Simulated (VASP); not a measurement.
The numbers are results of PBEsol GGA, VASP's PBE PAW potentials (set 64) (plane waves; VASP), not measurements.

Input for VASP

INCAR:
```
SYSTEM  =  Er
PREC  =  Accurate; ENCUT  =  400; LREAL  =  .False.
LASPH  =  .True.
EDIFF  =  1E-6; NELM  =  100; ALGO  =  Normal
LMAXMIX  =  6
ISMEAR  =  1; SIGMA  =  0.1
GGA  =  PS
IBRION  =  2; NSW  =  60; ISIF  =  3
EDIFFG  =  -0.01
LWAVE  =  .False.; LCHARG  =  .False.
```

KPOINTS:
```
Automatic mesh
0
Gamma
11 11 6
0 0 0
```

POSCAR:
```
Er
1
    1.7800000000    -3.0830500000     0.0000000000
    1.7800000000     3.0830500000     0.0000000000
    0.0000000000     0.0000000000     5.5900000000
Er
2
Direct
  0.3333330000   0.6666670000   0.2500000000
  0.6666670000   0.3333330000   0.7500000000
```

POTCAR, in this order: Er_3 (PBE.64 set). Program: vasp_std.

The run wrote:

OUTCAR:
```
 ion  position               nearest neighbor table
   1  0.333  0.667  0.250-   2 3.47   2 3.47   2 3.47   2 3.47   2 3.47   2 3.47
   2  0.667  0.333  0.750-   1 3.47   1 3.47   1 3.47   1 3.47   1 3.47   1 3.47
  LATTYP: Found a hexagonal cell.
 ALAT       =     3.5599996211
 C/A-ratio  =     1.5702248862
 Subroutine PRICEL returns:
 Original cell was already a primitive cell.
 Subroutine GETGRP returns: Found 24 space group operations
The static configuration has the point symmetry D_3d.
 The point group associated with its full space group is D_6h.
The dynamic configuration has the point symmetry D_3d.
 Subroutine INISYM returns: Found 24 space group operations
 Subroutine IBZKPT returns following result:
 Found     64 irreducible k-points:

 Following reciprocal coordinates:
            Coordinates               Weight
  0.000000  0.000000  0.000000      1.000000
  0.090909 -0.000000  0.000000      6.000000
  0.181818  0.000000  0.000000      6.000000
  0.272727 -0.000000  0.000000      6.000000
  0.363636 -0.000000  0.000000      6.000000
  0.454545 -0.000000  0.000000      6.000000
  0.090909  0.090909  0.000000      6.000000
  0.181818  0.090909  0.000000     12.000000
  0.272727  0.090909  0.000000     12.000000
  0.363636  0.090909  0.000000     12.000000
  0.454545  0.090909  0.000000      6.000000
  0.181818  0.181818  0.000000      6.000000
  0.272727  0.181818  0.000000     12.000000
  0.363636  0.181818  0.000000     12.000000
  0.272727  0.272727  0.000000      6.000000
  0.363636  0.272727  0.000000      6.000000
  0.000000  0.000000  0.166667      2.000000
  0.090909 -0.000000  0.166667     12.000000
  0.181818  0.000000  0.166667     12.000000
  0.272727 -0.000000  0.166667     12.000000
  0.363636 -0.000000  0.166667     12.000000
  0.454545 -0.000000  0.166667     12.000000
...
```

File OSZICAR:
```
       N       E                     dE             d eps       ncg     rms          rms(c)
DAV:   1     0.371533608347E+02    0.37153E+02   -0.79105E+03  2940   0.117E+03
DAV:   2    -0.765145065368E+01   -0.44805E+02   -0.43697E+02  2791   0.468E+02
DAV:   3    -0.973876124805E+01   -0.20873E+01   -0.19465E+01  2954   0.515E+01
DAV:   4    -0.982826679650E+01   -0.89506E-01   -0.88976E-01  2948   0.101E+01
DAV:   5    -0.983428471766E+01   -0.60179E-02   -0.49052E-02  2847   0.207E+00    0.244E+01
DAV:   6    -0.982228158607E+01    0.12003E-01   -0.34636E-02  2799   0.325E+00    0.145E+01
DAV:   7    -0.982795147141E+01   -0.56699E-02   -0.58561E-02  2701   0.429E+00    0.345E-01
DAV:   8    -0.982759315742E+01    0.35831E-03   -0.39505E-03  2688   0.952E-01    0.756E-02
DAV:   9    -0.982759429131E+01   -0.11339E-05   -0.20955E-04  2848   0.200E-01    0.307E-02
DAV:  10    -0.982758948104E+01    0.48103E-05   -0.22114E-05  2806   0.591E-02    0.372E-02
DAV:  11    -0.982758975557E+01   -0.27453E-06   -0.84790E-07  1572   0.165E-02
   1 F= -.98275898E+01 E0= -.98285261E+01  d E =-.982759E+01
       N       E                     dE             d eps       ncg     rms          rms(c)
DAV:   1    -0.100940342396E+02   -0.26644E+00   -0.49094E+00  2472   0.359E+01    0.314E+00
DAV:   2    -0.993072540538E+01    0.16331E+00   -0.41009E-01  2296   0.104E+01    0.142E+00
DAV:   3    -0.985101002838E+01    0.79715E-01   -0.18494E-01  2526   0.734E+00    0.576E-01
DAV:   4    -0.985112796256E+01   -0.11793E-03   -0.11591E-02  2631   0.165E+00    0.440E-01
DAV:   5    -0.985141037462E+01   -0.28241E-03   -0.15067E-03  2699   0.631E-01    0.386E-02
DAV:   6    -0.985137402339E+01    0.36351E-04   -0.11198E-04  2762   0.177E-01    0.278E-02
DAV:   7    -0.985136306543E+01    0.10958E-04   -0.17390E-05  2781   0.528E-02    0.323E-03
DAV:   8    -0.985136256814E+01    0.49729E-06   -0.59137E-07  1207   0.206E-02
   2 F= -.98513626E+01 E0= -.98525686E+01  d E =-.237728E-01
       N       E                     dE             d eps       ncg     rms          rms(c)
DAV:   1    -0.985740948909E+01   -0.60464E-02   -0.10363E-01  2490   0.483E+00    0.480E-01
DAV:   2    -0.985390850794E+01    0.35010E-02   -0.90838E-03  2339   0.156E+00    0.208E-01
DAV:   3    -0.985219243287E+01    0.17161E-02   -0.37400E-03  2531   0.107E+00    0.783E-02
DAV:   4    -0.985217961491E+01    0.12818E-04   -0.27522E-04  2682   0.263E-01    0.596E-02
DAV:   5    -0.985218224944E+01   -0.26345E-05   -0.32588E-05  2736   0.911E-02    0.584E-03
DAV:   6    -0.985218133022E+01    0.91922E-06   -0.13779E-06  1250   0.283E-02
   3 F= -.98521813E+01 E0= -.98533841E+01  d E =-.245916E-01
       N       E                     dE             d eps       ncg     rms          rms(c)
DAV:   1    -0.985224509232E+01   -0.62843E-04   -0.13270E-03  2508   0.567E-01    0.565E-02
DAV:   2    -0.985219944897E+01    0.45643E-04   -0.11708E-04  2302   0.182E-01    0.243E-02
DAV:   3    -0.985217702304E+01    0.22426E-04   -0.48531E-05  2541   0.120E-01    0.881E-03
DAV:   4    -0.985217658128E+01    0.44175E-06   -0.31316E-06  1657   0.310E-02
   4 F= -.98521766E+01 E0= -.98533768E+01  d E =-.245868E-01
       N       E                     dE             d eps       ncg     rms          rms(c)
DAV:   1    -0.985531760967E+01   -0.31406E-02   -0.10881E-01  2486   0.416E+00    0.231E-01
DAV:   2    -0.985391791886E+01    0.13997E-02   -0.28070E-03  2806   0.791E-01    0.135E-01
DAV:   3    -0.985320827562E+01    0.70964E-03   -0.82204E-04  3150   0.344E-01    0.626E-02
DAV:   4    -0.985320301443E+01    0.52612E-05   -0.12522E-04  2776   0.984E-02    0.301E-02
DAV:   5    -0.985320260027E+01    0.41416E-06   -0.42217E-06  2015   0.294E-02
   5 F= -.98532026E+01 E0= -.98546293E+01  d E =-.102602E-02
       N       E                     dE             d eps       ncg     rms          rms(c)
DAV:   1    -0.985458221940E+01   -0.13792E-02   -0.60644E-02  2496   0.311E+00    0.179E-01
DAV:   2    -0.985380636430E+01    0.77586E-03   -0.15518E-03  2798   0.590E-01    0.983E-02
DAV:   3    -0.985340979216E+01    0.39657E-03   -0.46952E-04  3163   0.260E-01    0.415E-02
DAV:   4    -0.985340739958E+01    0.23926E-05   -0.69349E-05  2752   0.722E-02    0.206E-02
DAV:   5    -0.985340707882E+01    0.32076E-06   -0.16993E-06  1513   0.229E-02
   6 F= -.98534071E+01 E0= -.98549566E+01  d E =-.123050E-02
```

OUTCAR:
```
------------------------ aborting loop because EDIFF is reached ----------------------------------------
  FORCE on cell =-STRESS in cart. coord.  units (eV):
  Direction    XX          YY          ZZ          XY          YZ          ZX
  --------------------------------------------------------------------------------------
  Total       -0.0130736     -0.0130736     -0.0000131      0.0000000      0.0000000      0.0000000
  in kB       -0.3593027     -0.3593026     -0.0003596      0.0000000      0.0000000      0.0000000
  external PRESSURE =      -0.2396549 kB  Pullay stress =       0.0000000 kB
  volume of cell :       58.30
      direct lattice vectors                 reciprocal lattice vectors
     1.762303716 -3.052399151  0.000000000     0.283719540 -0.163805576 -0.000000000
     1.762303716  3.052399151 -0.000000000     0.283719540  0.163805576  0.000000000
     0.000000000 -0.000000000  5.418690832     0.000000000  0.000000000  0.184546421
 POSITION                                       TOTAL-FORCE (eV/Angst)
 -----------------------------------------------------------------------------------
      1.76230      1.01747      1.35467        -0.000000     -0.000000      0.000000
      1.76230     -1.01747      4.06402         0.000000      0.000000      0.000000
 -----------------------------------------------------------------------------------
    total drift:                               -0.000001      0.000084     -0.000012
  FREE ENERGIE OF THE ION-ELECTRON SYSTEM (eV)
  ---------------------------------------------------
  free  energy   TOTEN  =        -9.8534070788 eV

  energy  without entropy=       -9.8580555954  energy(sigma->0) =       -9.85495658

 reached required accuracy - stopping structural energy minimisation
```
(Selected blocks of OUTCAR.)

### CONTCAR
```
Er
   1.00000000000000
     1.7623037162852513   -3.0523991507283639    0.0000000000000000
     1.7623037162852513    3.0523991507283639   -0.0000000000000000
     0.0000000000000000   -0.0000000000000000    5.4186908324739473
  Er
     2
Direct
     0.3333330000000032    0.6666669999999968    0.2500000000000000
     0.6666669999999968    0.3333330000000032    0.7500000000000000
```

The 4f electrons are frozen in the core of the lanthanide potential, so 4f levels, which can set the real gap, and their magnetism are missing. Energy and stress use the plane-wave basis of the starting cell.

The compound is Er in the hcp structure. This run relaxes it. Symmetry was kept, so distortions that lower it aren't found.
